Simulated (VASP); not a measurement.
Here is the system:

```
CELL_PARAMETERS angstrom
      0.00000     1.98228     1.98228
      1.98228     0.00000     1.98228
      1.98228     1.98228     0.00000
ATOMIC_POSITIONS crystal
  Ag 0.00000 0.00000 0.00000
```

Method: PBEsol GGA, VASP's PBE PAW potentials (set 64) (plane waves; VASP). Run with 480 eV cut-off, 14×14×14 Γ-centred mesh, first-order Methfessel-Paxton smearing of 0.10 eV, potentials Ag.

Problem. Give the stress tensor in GPa (positive for a compressed cell).

Solution. 
```
9.38  0.00  0.00
0.00  9.38  0.00
0.00  0.00  9.38
```
The pressure is its mean diagonal, 9.38 GPa.

The compound is Ag in the fcc structure. This cell was strained or had an atom moved on purpose.
